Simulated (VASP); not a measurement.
Output of a VASP run:

OSZICAR:
```
       N       E                     dE             d eps       ncg     rms          rms(c)
DAV:   1     0.171668880896E+03    0.17167E+03   -0.61228E+03 14794   0.401E+02
DAV:   2     0.854213864207E+01   -0.16313E+03   -0.14677E+03 14876   0.159E+02
DAV:   3    -0.926658690243E+01   -0.17809E+02   -0.17498E+02 16608   0.496E+01
DAV:   4    -0.971536984093E+01   -0.44878E+00   -0.44826E+00 17008   0.779E+00
DAV:   5    -0.972310398099E+01   -0.77341E-02   -0.77328E-02 17568   0.104E+00    0.289E+00
DAV:   6    -0.947061077154E+01    0.25249E+00   -0.38422E-01 22432   0.232E+00    0.175E+00
DAV:   7    -0.945824052992E+01    0.12370E-01   -0.38055E-02 19864   0.505E-01    0.838E-01
DAV:   8    -0.945664694397E+01    0.15936E-02   -0.28770E-03 18144   0.266E-01    0.614E-02
DAV:   9    -0.945664520740E+01    0.17366E-05   -0.23442E-04 20520   0.641E-02    0.574E-02
DAV:  10    -0.945664239179E+01    0.28156E-05   -0.28431E-05 16614   0.149E-02    0.657E-03
DAV:  11    -0.945664285838E+01   -0.46659E-06   -0.37503E-06 20576   0.110E-02    0.309E-03
DAV:  12    -0.945664272028E+01    0.13810E-06   -0.39055E-07 15834   0.168E-03    0.145E-03
DAV:  13    -0.945664272110E+01   -0.82105E-09   -0.44672E-08  9802   0.706E-04
   1 F= -.94566427E+01 E0= -.94566427E+01  d E =-.155601E-38
 imaginary and real dielectric function
```

### OUTCAR
```
------------------------ aborting loop because EDIFF is reached ----------------------------------------
  FORCE on cell =-STRESS in cart. coord.  units (eV):
  Direction    XX          YY          ZZ          XY          YZ          ZX
  --------------------------------------------------------------------------------------
  Total        0.0199943      0.0199943      0.0199943      0.0000000     -0.0000000      0.0000000
  in kB        0.5805472      0.5805472      0.5805472      0.0000000     -0.0000000      0.0000000
  external PRESSURE =       0.5805472 kB  Pullay stress =       0.0000000 kB
  volume of cell :       55.18
      direct lattice vectors                 reciprocal lattice vectors
     0.000000000  3.021690296  3.021690296    -0.165470300  0.165470300  0.165470300
     3.021690296  0.000000000  3.021690296     0.165470300 -0.165470300  0.165470300
     3.021690296  3.021690296  0.000000000     0.165470300  0.165470300 -0.165470300
  FREE ENERGIE OF THE ION-ELECTRON SYSTEM (eV)
  ---------------------------------------------------
  free  energy   TOTEN  =        -9.4566427211 eV

  energy  without entropy=       -9.4566427211  energy(sigma->0) =       -9.45664272

 plasma frequency squared (from intraband transitions) (eV^2)
  --------------------------------------------------------------------------------------
       0.000       0.000      -0.000
       0.000       0.000      -0.000
      -0.000      -0.000       0.000

 plasma frequency squared (from interband transitions, int dw w eps(2)(w)) (eV^2)
  --------------------------------------------------------------------------------------
     429.346       0.000       0.000      -0.000      -0.000       0.000
       0.000       0.000     429.346       0.000      -0.000      -0.000
      -0.000      -0.000      -0.000       0.000     429.346       0.000
```
(Selected blocks of OUTCAR.)

### POSCAR
```
PbSe
1
    0.0000000000     3.0216902957     3.0216902957
    3.0216902957     0.0000000000     3.0216902957
    3.0216902957     3.0216902957     0.0000000000
Pb Se
1 1
Direct
  0.0000000000   0.0000000000   0.0000000000
  0.5000000000   0.5000000000   0.5000000000
```

**Question.** Write an INCAR and KPOINTS that could have produced this output.

**Answer.** One answer among several that fit: the input of the run itself, LDA (Ceperley-Alder, Perdew-Zunger), plane waves, VASP's LDA PAW potentials (set 64).

KPOINTS:
```
Automatic mesh
0
Gamma
17 17 17
0 0 0
```

**INCAR**
```
ALGO=Normal
CSHIFT=0.1
EDIFF=1E-7
ENCUT=400
ISMEAR=0
LASPH=.TRUE.
LCHARG=.FALSE.
LMAXMIX=4
LOPTICS=.TRUE.
LREAL=.FALSE.
LWAVE=.FALSE.
NBANDS=42
NEDOS=1001
NELM=100
PREC=Accurate
SIGMA=0.01
SYSTEM=PbSe
```

POTCAR, in this order: Pb_d Se (LDA.64 set). Program: vasp_std.

The dielectric response may not be converged in the k-mesh; for small gaps it tends to come out too large.

The structure comes from a computed database's PbSe entry (Fm-3m); how it stands against other phases isn't given here. It was relaxed first, which changed the volume by -7 %.
